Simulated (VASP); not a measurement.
Calculation: PBEsol GGA, VASP's PBE PAW potentials (set 64) (plane waves; VASP).

VASP ran on this input.

INCAR:
```
! general
SYSTEM=KF(110) slab
PREC  =Normal
ENCUT =450   ! plane-wave cut-off (eV)
LREAL =.False.   ! projection in real space or not
LASPH =.True.   ! aspherical one-centre terms

! electronic loop
EDIFF =1E-5   ! SCF stop (eV)
NELM  =100   ! most electronic steps
NELMIN=4
ALGO  =Normal

! smearing
ISMEAR=0   ! Gaussian
SIGMA =0.05   ! width (eV)

! functional
GGA   =PS

! ions
IBRION=2   ! conjugate gradients
NSW   =50
ISIF  =2
EDIFFG=-0.03

! output
LWAVE =.True.
LCHARG=.False.

! other
LDIPOL=.True.
IDIPOL=3
DIPOL =0.5 0.5 0.5
```

### KPOINTS
```
K-points
0
gamma
 5 4 1
```

POSCAR:
```
KF(110) slab
1.0
  3.7572144912   0.0000000000   0.0000000000
  0.0000000000   5.3135040826   0.0000000000
  0.0000000000   0.0000000000  26.1693194648
K F
6 6
Direct
  0.0000000000   0.0000000000   0.3205330000
  0.5000000000   0.5000000000   0.3923200000
  0.0000000000   0.0000000000   0.4641070000
  0.5000000000   0.5000000000   0.5358930000
  0.0000000000   0.0000000000   0.6076800000
  0.5000000000   0.5000000000   0.6794670000
  0.5000000000   0.0000000000   0.3923200000
  0.0000000000   0.5000000000   0.3205330000
  0.5000000000   0.0000000000   0.5358930000
  0.0000000000   0.5000000000   0.4641070000
  0.5000000000   0.0000000000   0.6794670000
  0.0000000000   0.5000000000   0.6076800000
```

POTCAR, in this order: K_sv F (PBE.64 set). Program: vasp_std.

Task: Estimate the energy per atom (σ→0), band gap (on the k-mesh).

Result: 
```json
{
  "energy per atom (σ→0)": "-4.174 eV/atom",
  "band gap (on the k-mesh)": "4.84 eV"
}
```

File OSZICAR:
```
...
   8 F= -.50083537E+02 E0= -.50083537E+02  d E =-.143750E-02
       N       E                     dE             d eps       ncg     rms          rms(c)
DAV:   1    -0.500827449804E+02    0.79399E-03   -0.95696E-01  1146   0.395E+00    0.127E-01
DAV:   2    -0.500843720633E+02   -0.16271E-02   -0.17369E-02  1116   0.534E-01    0.432E-02
DAV:   3    -0.500843836734E+02   -0.11610E-04   -0.53326E-04  1491   0.737E-02    0.298E-02
DAV:   4    -0.500843692276E+02    0.14446E-04   -0.27514E-05   817   0.232E-02    0.167E-02
DAV:   5    -0.500843595337E+02    0.96939E-05   -0.24401E-05   784   0.260E-02
   9 F= -.50084360E+02 E0= -.50084360E+02  d E =-.822554E-03
```

The cell is a thin slab with vacuum, built from KF (rock salt): (110) face.
